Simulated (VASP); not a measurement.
Here is the system:

```
Mg3ZnO4
1.0
    2.94742     0.00000     0.00000
    0.00000     2.94742     0.00000
    0.00000     0.00000     8.32470
Mg Zn O
3 1 4
Direct
  0.50000   0.50000   0.75042
  0.50000   0.50000   0.24958
  0.00000   0.00000   0.50000
  0.00000   0.00000   0.00000
  0.00000   0.00000   0.25275
  0.00000   0.00000   0.74725
  0.50000   0.50000   0.00000
  0.50000   0.50000   0.50000
```

Calculation: LDA (Ceperley-Alder, Perdew-Zunger), VASP's LDA PAW potentials (set 64) (plane waves; VASP). Run with 520 eV cut-off, 7×7×3 Γ-centred mesh, Gaussian smearing of 0.050 eV, potentials Mg Zn O.

Question: Predict the energy per atom (σ→0).

Answer: 
```
Item                            Value
---------------------  --------------
energy per atom (σ→0)  -6.353 eV/atom
```

The structure comes from a computed database's Mg3ZnO4 entry (P4/mmm); how it stands against other phases isn't given here. It was relaxed first, which changed the volume by -8 %. The start is the result of an earlier pass.
